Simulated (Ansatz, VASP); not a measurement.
**Cross-check of Ge5P4Se20 between VASP and Ansatz**

Wanted: the spread between two codes on one cell, functional and k mesh. The structure shown is the start of the Ansatz relaxation below; VASP solves that cell, so the two are compared at the walk's first step.

Program: Ansatz 0.2.0. Level of theory: plane waves, with VASP 6.6.1 beside it; single point at PBE with D3(BJ). Results are calculated unless marked as measured.

**1. Starting point**

The cell holds 29 atoms: 4 P, 5 Ge and 20 Se. Cell: a = 9.655 Å, b = 9.655 Å, c = 9.655 Å, α = 90.0°, β = 90.0°, γ = 90.0°.

**2. Ansatz: relaxation, PBE with D3(BJ)**

Ansatz runs on its default PAW (the set named soft_2) files.

The two programs are compared at the cell with which this relaxation starts, whose forces are those of its first step.

Input file input.yaml:

```yaml
crystal:
  lattice:
    - [9.6554298631, 0.0, 0.0]
    - [0.0, 9.6554298631, 0.0]
    - [0.0, 0.0, 9.6554298631]
  atoms:
    - { symbol: P, position: [0.293793, 0.200044, 0.325227] }
    - { symbol: P, position: [0.33537, 0.951786, 0.87058] }
    - { symbol: P, position: [0.084304, 0.695545, 0.08708] }
    - { symbol: P, position: [0.954787, 0.280916, 0.527399] }
    - { symbol: Ge, position: [0.621092, 0.526056, 0.336227] }
    - { symbol: Ge, position: [0.041106, 0.274396, 0.951443] }
    - { symbol: Ge, position: [0.860119, 0.852029, 0.562116] }
    - { symbol: Ge, position: [0.738895, 0.935632, 0.991537] }
    - { symbol: Ge, position: [0.282339, 0.771641, 0.482029] }
    - { symbol: Se, position: [0.596141, 0.580112, 0.115515] }
    - { symbol: Se, position: [0.062473, 0.509243, 0.00806] }
    - { symbol: Se, position: [0.179567, 0.220326, 0.155526] }
    - { symbol: Se, position: [0.072708, 0.771004, 0.596926] }
    - { symbol: Se, position: [0.157275, 0.686196, 0.276552] }
    - { symbol: Se, position: [0.219232, 0.813052, 0.976301] }
    - { symbol: Se, position: [0.8541, 0.140238, 0.00945] }
    - { symbol: Se, position: [0.475935, 0.286371, 0.31825] }
    - { symbol: Se, position: [0.824625, 0.396961, 0.42128] }
    - { symbol: Se, position: [0.217155, 0.119107, 0.844139] }
    - { symbol: Se, position: [0.155547, 0.283567, 0.462478] }
    - { symbol: Se, position: [0.768453, 0.869385, 0.769799] }
    - { symbol: Se, position: [0.910773, 0.803412, 0.082051] }
    - { symbol: Se, position: [0.741205, 0.734522, 0.412405] }
    - { symbol: Se, position: [0.900611, 0.081602, 0.505149] }
    - { symbol: Se, position: [0.505909, 0.980868, 0.982113] }
    - { symbol: Se, position: [0.30647, 0.997894, 0.368149] }
    - { symbol: Se, position: [0.382247, 0.878011, 0.68702] }
    - { symbol: Se, position: [0.955559, 0.327854, 0.725241] }
    - { symbol: Se, position: [0.435635, 0.596349, 0.467474] }
  symmetry: { detect: false }
kpoints:
  mp_grid: { grid: [1, 1, 1] }
scf:
  occupations: { method: fermi_dirac, width: 0.05 }
hamiltonian:
  xc: pbe
  dispersion: d3bj
output:
  forces: true
  stress: true
relax:
  f_tol: 0.04
  max_steps: 150
  escape_saddle: false
  cell: { stress_tol: 0.6, fix: [shape] }
```

The run is started by

```console
> ansatz run input.yaml --threads 4 --pin off --max-ram 8192MiB --backend cpu --events-out ev --progress --plain --runs-dir out
```

Numbers of over 12 decimals in the logs are rounded to 6 here.

What it wrote:

```text
Engine: ansatz 0.2.0, x86_64-unknown-linux-gnu
Pseudopotentials: kind: paw
Pseudopotential: P, paw, valence charge 5, recommended cutoff 420 eV (normal), P.paw.azcp
Pseudopotential: Ge, paw, valence charge 14, recommended cutoff 420 eV (normal), Ge.paw.azcp
Pseudopotential: Se, paw, valence charge 16, recommended cutoff 420 eV (normal), Se.paw.azcp
Functional definition: PBE
  parameter kappa = 0.804
  parameter beta = 0.066725
  exchange = pbe_x(kappa = kappa, mu = beta*pi^2/3)
  correlation = pbe_c(beta = beta)
Crystal: 29 atoms, lattice volume = 900.150 Å³
Basis set: ecut = 420 eV, 17557 PW (Γ), exchange–correlation on 144×144×144 points (8 copies of the dense FFT grid, shifted against one another)
Bands: 246, of which v1, the nominal top of the filled ones, is band 205 counted from 1 (204 counted from 0)
Symmetry: 1 space group operations
k-points: 1
Non-local potential: P, projectors of the file, l = 0: 2, l = 1: 2, l = 2: 2
Non-local potential: Ge, projectors of the file, l = 0: 2, l = 1: 2, l = 2: 3, l = 3: 1
Non-local potential: Se, projectors of the file, l = 0: 2, l = 1: 2, l = 2: 3, l = 3: 1
PAW form: soft (Blöchl's): semilocal exchange-correlation on the pseudo side does not see the compensation charge
PAW one-centre angular grid: P, 110 points (default); XC on 64 Gauss nodes
PAW one-centre angular grid: Ge, 590 points (default); XC on 64 Gauss nodes
PAW one-centre angular grid: Se, 590 points (default); XC on 64 Gauss nodes
Initial density: superposition of atomic densities (neutral atoms: chi_scale 0, normalization atom), corrected by the library's trained network
Initial wavefunctions: pseudopotential atomic-orbital guess
Functional: x = pbe(κ = 0.804, μ = 0.219515), c = pbe(β = 0.066725)
SCF iter   1: F=—  HF=-133863.720834 eV  |F-HF|=—  |Δ(HF+E_count)|=         —  Δρ=5.83e-3  dr2=7.92e-1  ethr=1.77e-3  ⟨swp⟩=7.0  Hψ=1077  notcnv=0  defer=21
preconditioner: auto → LDOS  [metal: Δε(μ)=0.088 eV  Ē_g=10.569 eV  σ=0.050 eV  W_gap=0.41  n_scr=202 (ndim 8)  ℏωp=15.7 eV  f_vac=0.298  D(μ)=17.91/eV (n_scr^D=92)  β→1.0]
SCF iter   2: F=—  HF=-133863.615941 eV  |F-HF|=—  |Δ(HF+E_count)|=   1.05e-1  Δρ=3.11e-3  dr2=1.61e-1  ethr=1.93e-4  ⟨swp⟩=3.0  Hψ=366  notcnv=0  defer=29
SCF iter   3: F=—  HF=-133863.589426 eV  |F-HF|=—  |Δ(HF+E_count)|=   2.65e-2  Δρ=1.23e-3  dr2=4.66e-2  ethr=3.92e-5  ⟨swp⟩=3.0  Hψ=342  notcnv=0  defer=29
SCF iter   4: F=—  HF=-133863.582801 eV  |F-HF|=—  |Δ(HF+E_count)|=   6.63e-3  Δρ=6.02e-4  dr2=9.42e-3  ethr=1.14e-5  ⟨swp⟩=2.0  Hψ=277  notcnv=0  defer=29
SCF iter   5: F=—  HF=-133863.581293 eV  |F-HF|=—  |Δ(HF+E_count)|=   1.51e-3  Δρ=3.15e-4  dr2=2.77e-3  ethr=2.30e-6  ⟨swp⟩=2.0  Hψ=277  notcnv=0  defer=29
SCF iter   6: F=—  HF=-133863.580870 eV  |F-HF|=—  |Δ(HF+E_count)|=   4.23e-4  Δρ=1.73e-4  dr2=8.19e-4  ethr=6.76e-7  ⟨swp⟩=2.0  Hψ=277  notcnv=0  defer=29
SCF iter   7: F=—  HF=-133863.580766 eV  |F-HF|=—  |Δ(HF+E_count)|=   1.03e-4  Δρ=9.33e-5  dr2=2.45e-4  ethr=2.00e-7  ⟨swp⟩=2.0  Hψ=280  notcnv=0  defer=29
SCF iter   8: F=—  HF=-133863.580733 eV  |F-HF|=—  |Δ(HF+E_count)|=   3.34e-5  Δρ=4.59e-5  dr2=6.14e-5  ethr=5.99e-8  ⟨swp⟩=2.0  Hψ=275  notcnv=0  defer=29
SCF iter   9: F=—  HF=-133863.581138 eV  |F-HF|=—  |Δ(HF+E_count)|=   4.05e-4  Δρ=1.96e-5  dr2=1.27e-5  ethr=1.50e-8  ⟨swp⟩=2.0  Hψ=307  notcnv=0  defer=29
SCF iter  10: F=—  HF=-133863.581137 eV  |F-HF|=—  |Δ(HF+E_count)|=   1.66e-6  Δρ=8.52e-6  dr2=1.77e-6  ethr=3.10e-9  ⟨swp⟩=2.0  Hψ=278  notcnv=0  defer=29
SCF iter  11: F=—  HF=-133863.581137 eV  |F-HF|=—  |Δ(HF+E_count)|=   1.38e-7  Δρ=4.20e-6  dr2=4.55e-7  ethr=4.31e-10  ⟨swp⟩=3.0  Hψ=290  notcnv=0  defer=29
SCF iter  12: F=—  HF=-133863.581136 eV  |F-HF|=—  |Δ(HF+E_count)|=   4.02e-8  Δρ=2.03e-6  dr2=1.09e-7  ethr=1.11e-10  ⟨swp⟩=2.0  Hψ=280  notcnv=0  defer=29
SCF iter  13: F=-133863.581136 eV  HF=-133863.581136 eV  |F-HF|=1.46e-8  |Δ(HF+E_count)|=   1.13e-8  Δρ=9.08e-7  dr2=2.02e-8  ethr=2.44e-11  ⟨swp⟩=4.0  Hψ=714  notcnv=0
SCF 1 converged in 13 iterations: F = -133863.581136 eV  dr2 = 2.02e-8
  greatest PAW one-centre occupation: 1.000 electrons in one spin orbital (limit 2), on the Se atom at site 19 (counted from 0), in its partial waves of l = 2
relax step   1: F+E_penalty+E_count = -133863.58113647 eV  Δ(F+E_penalty+E_count) = +0.000e0 eV  max|allowed force component| = 4.898e0 eV/Å  Δτ_max = 0.0000 Å  P = +15.434 GPa  Ω = 900.150 Å³  fix = [alpha, beta, gamma, b/a, c/a]  reactions: b/a -0.230, c/a -0.168 GPa; alpha -0.324, beta -1.198, gamma +0.546 GPa/rad  (13 SCF iters, dr2 threshold 1.00e-7 eV, accepted)
[...]
relax step  75: F+E_penalty+E_count = -133911.23711774 eV  Δ(F+E_penalty+E_count) = -1.287e-3 eV  max|allowed force component| = 3.123e-2 eV/Å  Δτ_max = 0.0348 Å  P = +0.005 GPa  Ω = 556.217 Å³  energy of the carried Pulay correction = +3.910e-2 eV  fix = [alpha, beta, gamma, b/a, c/a]  reactions: b/a -0.247, c/a +0.274 GPa; alpha -0.425, beta -0.660, gamma -0.100 GPa/rad  (6 SCF iters, dr2 threshold 1.70e-7 eV, accepted)
[...]
relax step  76: F+E_penalty+E_count = -133911.21567030 eV  Δ(F+E_penalty+E_count) = +2.145e-2 eV  max|allowed force component| = 3.114e-2 eV/Å  Δτ_max = 0.0000 Å  P = -0.004 GPa  Ω = 556.217 Å³  fix = [alpha, beta, gamma, b/a, c/a]  reactions: b/a -0.247, c/a +0.274 GPa; alpha -0.425, beta -0.660, gamma -0.100 GPa/rad  stress off target by 4.49e-3 GPa on what of the cell is left free  SCF on the basis re-selected at this cell (its energy is not comparable with the rows above)  (6 SCF iters)
basis re-selected at this cell: Δ(F+E_penalty+E_count) = +2.145e-2 eV, ΔP = -0.010 GPa vs the last step (what re-selecting the basis moved, of the pressure what is left beyond the Pulay correction that the steps carried, after the strain that the cell walked since its last selection, with what the two solves' SCF thresholds leave and, on support functions, any second-order correction that the steps lacked; it is no measure of the basis error at this ecutwfc). The dense FFT grid was sized anew with the basis: this SCF ran on 60×60×60 points, the steps before it on 72×72×72, so part of this shift can come from that change (see relax.cell in the input reference). [rest of the remark cut]
SCF converged after 6 iterations
Free energy (F): -133911.215670 eV
Harris-Foulkes:  -133911.215670 eV  (|F-HF|=2.91e-10)
Internal energy: -133911.184453 eV  (E = F + TS)
E sigma→0 (E₀):  -133911.200062 eV
Entropy (-TS):   -0.031217 eV (-1.076 meV/atom)
Fermi energy:    9.948919 eV
--- Per-component energies (eV) ---
  E_band       = -7411.292809
  E_kinetic    = 3175.669365
  E_local      = -56919.142159  (includes V_loc(G=0)·N_el)
  E_nonlocal   = -9653.814133
  E_hartree    = 27882.702387
  E_xc         = -2716.255745
  E_vxc        = -2541.828065  (∫ρ·V_xc dr)
  E_paw        = -50612.448209  (= ΣΔE_a)
  E_vpaw       = 2762.427487  (= ΣTr[D̂ρ^β])
  E_aug_tail   = -0.010307  (compensation charges beyond the density's cutoff)
  E_ewald      = -45055.536925
  E_disp       = -12.348727  (pairwise vdW)
  E_smearing   = -0.031217  (= −TS)
  E_closure    = 0.000000  (closes the sum)
  Σ components = -133911.215670   (vs F -133911.215670, Δ=0.00e0)
--- Forces (eV/Å), atoms counted from 1 ---
  atom   1  P      0.00191060    -0.00048903    -0.00279724
  atom   2  P      0.01601005    -0.00221325     0.00114087
  atom   3  P      0.00786533    -0.01162003     0.00616829
  atom   4  P     -0.00433063     0.00010599     0.00337497
  atom   5  Ge     0.00962279     0.00377996    -0.00510938
  atom   6  Ge     0.01162952    -0.01308574    -0.00094641
  atom   7  Ge     0.00068578    -0.01306439     0.02840527
  atom   8  Ge    -0.00188195     0.02270843    -0.01156901
  atom   9  Ge    -0.03114416    -0.00292317     0.00091804
  atom  10  Se    -0.00405660     0.00047657     0.00656317
  atom  11  Se    -0.01001961    -0.01677118     0.00494830
  atom  12  Se     0.00566457    -0.00098383    -0.01045171
  atom  13  Se     0.01582531    -0.00192316    -0.00997323
  atom  14  Se    -0.00171351    -0.00095037    -0.00863266
  atom  15  Se    -0.00232834     0.00027851    -0.00040587
  atom  16  Se     0.00245722     0.00516965     0.00163101
  atom  17  Se    -0.00540923    -0.00203285    -0.01429232
  atom  18  Se     0.00288257     0.00490696    -0.00770043
  atom  19  Se    -0.00784189     0.02368025     0.01741665
  atom  20  Se     0.00566825     0.00462775     0.00327259
  atom  21  Se    -0.01255620    -0.00613941     0.00095307
  atom  22  Se     0.00171867     0.00070937    -0.01385750
  atom  23  Se     0.00560638    -0.00239735     0.00703534
  atom  24  Se     0.00534873     0.00734856     0.00296015
  atom  25  Se    -0.00962341    -0.00127442    -0.00864295
  atom  26  Se    -0.00657862    -0.00613838     0.00399791
  atom  27  Se     0.00517330    -0.00967059    -0.00535990
  atom  28  Se    -0.00572547     0.00920714     0.00995827
  atom  29  Se     0.00514085     0.00867711     0.00099452
  max |Σ_I F_I| component: 8.91e-7 eV/Å
--- Stress (GPa, compression-positive) ---
       -0.032001       0.099863       0.660175
        0.099863      -0.251126       0.425299
        0.660175       0.425299       0.269648
  P = ⅓ Tr σ = -0.0045 GPa (-0.045 kbar)
--- Relaxed structure (75 steps of the walk, 73 accepted, 1 SCFs on fresh bases) ---
  F+E_penalty+E_count = -133911.21567030 eV   max|allowed force component| = 3.114e-2 eV/Å   (the final SCF, on the basis selected at the relaxed cell)
  cell:  # Å, volume = 556.2167 Å³
    - [8.223966, 0, 0]
    - [0, 8.223966, 0]
    - [0, 0, 8.223966]
  atoms:
    - { symbol: P, position: [0.206495, 0.207511, 0.593013] }
    - { symbol: P, position: [0.201302, 0.865303, 0.921276] }
    - { symbol: P, position: [0.206893, 0.561660, -0.083015] }
    - { symbol: P, position: [0.880364, 0.545540, 0.590128] }
    - { symbol: Ge, position: [0.565242, 0.531785, 0.235132] }
    - { symbol: Ge, position: [-0.032476, 0.306828, 1.010884] }
    - { symbol: Ge, position: [0.878025, 0.870491, 0.261328] }
    - { symbol: Ge, position: [0.811764, 1.142595, 0.862094] }
    - { symbol: Ge, position: [0.379182, 0.674037, 0.413738] }
    - { symbol: Se, position: [0.550228, 0.218036, 0.259257] }
    - { symbol: Se, position: [-0.130982, 0.561458, -0.083449] }
    - { symbol: Se, position: [0.209589, 0.207676, 0.268679] }
    - { symbol: Se, position: [0.202301, 0.887084, 0.599344] }
    - { symbol: Se, position: [0.187572, 0.540842, 0.228166] }
    - { symbol: Se, position: [0.525867, 0.548501, 0.931710] }
    - { symbol: Se, position: [0.871963, 0.188843, 0.266586] }
    - { symbol: Se, position: [0.534478, 0.213512, 0.589097] }
    - { symbol: Se, position: [0.867254, 0.554336, 0.276419] }
    - { symbol: Se, position: [0.214795, 0.196592, 0.910073] }
    - { symbol: Se, position: [0.192840, 0.523409, 0.608458] }
    - { symbol: Se, position: [0.883823, 0.862976, 0.579508] }
    - { symbol: Se, position: [0.889061, 0.871807, -0.061115] }
    - { symbol: Se, position: [0.566620, 0.881383, 0.252117] }
    - { symbol: Se, position: [0.887861, 0.212607, 0.585545] }
    - { symbol: Se, position: [0.533447, 0.873637, 0.934827] }
    - { symbol: Se, position: [0.192033, 0.881216, 0.232693] }
    - { symbol: Se, position: [0.556645, 0.884694, 0.600207] }
    - { symbol: Se, position: [0.532748, 0.215022, 0.929708] }
    - { symbol: Se, position: [0.568490, 0.534737, 0.605108] }
```

In the SCF lines HF is the Harris–Foulkes energy and dr2 the Hartree energy of the density residual, in eV; the loop may stop once dr2 is under the threshold and the program's other checks hold. Hψ counts applications of the Hamiltonian.

[end of part 1 of 2]

[Lines on the potential files, build, host, timing and source positions are cut from VASP's logs without a mark.]

[Logs are printed without paths, hosts, clocks, repeated set-up lines and the standing remarks that a program may print on its own settings, such as how far it seeks lower states.]

[Hosts, paths, dates, database ids (printed as entryN), source tags and the programs' standing remarks are cut or masked in the printed files.]
